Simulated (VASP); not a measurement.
A convergence study with VASP on PbSe (rock salt): one setting is varied, all else stays as given below, so the limit is that of these other settings.

```yaml
crystal:
  lattice:
    - [0.00000, 3.06000, 3.06000]
    - [3.06000, 0.00000, 3.06000]
    - [3.06000, 3.06000, 0.00000]
  atoms:
    - { symbol: Pb, position: [0.00000, 0.00000, 0.00000] }
    - { symbol: Se, position: [0.50000, 0.50000, 0.50000] }
```

Calculation: PBEsol GGA, VASP's PBE PAW potentials (set 64) (plane waves; VASP 6.6.1). The tightest run used: 550 eV cut-off, 16×16×16 Γ-centred mesh, tetrahedra with Blöchl corrections, potentials Pb_d Se.

Unless said otherwise, spin-orbit coupling is left out, though it shifts the bands of the heavy elements here. Gaps are read on the run's mesh, which can miss a band edge.

Question: The settings run are 3×3×3 mesh; 4×4×4 mesh; 5×5×5 mesh; 6×6×6 mesh; 7×7×7 mesh; 8×8×8 mesh; 9×9×9 mesh; 10×10×10 mesh; 11×11×11 mesh; 12×12×12 mesh; 13×13×13 mesh; 14×14×14 mesh; 15×15×15 mesh; 16×16×16 mesh. From which on does the energy per atom stay within 0.001 eV/atom of the tightest run?

Answer: From 8×8×8 mesh on: it is off by 0.0006 there and by no more than 0.001 in any finer run, while 7×7×7 mesh is off by 0.0017.
| setting | E (eV/atom) | pressure (GPa) | gap on the mesh (eV) | irreducible k-points | difference judged (eV/atom) |
|---|---|---|---|---|---|
| 3×3×3 mesh | -4.5193 | -1.44 | 1.978 | 4 | 0.0613 |
| 4×4×4 mesh | -4.4539 | -0.44 | 0.202 | 8 | 0.0041 |
| 5×5×5 mesh | -4.4651 | -0.63 | 1.138 | 10 | 0.0072 |
| 6×6×6 mesh | -4.4602 | -0.49 | 0.202 | 16 | 0.0023 |
| 7×7×7 mesh | -4.4596 | -0.50 | 0.821 | 20 | 0.0017 |
| 8×8×8 mesh | -4.4585 | -0.44 | 0.201 | 29 | 0.0006 |
| 9×9×9 mesh | -4.4585 | -0.46 | 0.648 | 35 | 0.0006 |
| 10×10×10 mesh | -4.4581 | -0.43 | 0.200 | 47 | 0.0001 |
| 11×11×11 mesh | -4.4581 | -0.44 | 0.541 | 56 | 0.0002 |
| 12×12×12 mesh | -4.4580 | -0.43 | 0.200 | 72 | 0.0000 |
| 13×13×13 mesh | -4.4580 | -0.43 | 0.469 | 84 | 0.0001 |
| 14×14×14 mesh | -4.4579 | -0.43 | 0.200 | 104 | 0.0000 |
| 15×15×15 mesh | -4.4580 | -0.43 | 0.418 | 120 | 0.0000 |
| 16×16×16 mesh | -4.4579 | -0.43 | 0.200 | 145 | 0.0000 |

Left out are rungs that failed or repeat a setting and relaxations that didn't move; long series are thinned to 24 rows.

The compound is PbSe in the rock salt structure. The cell was not relaxed at this level.
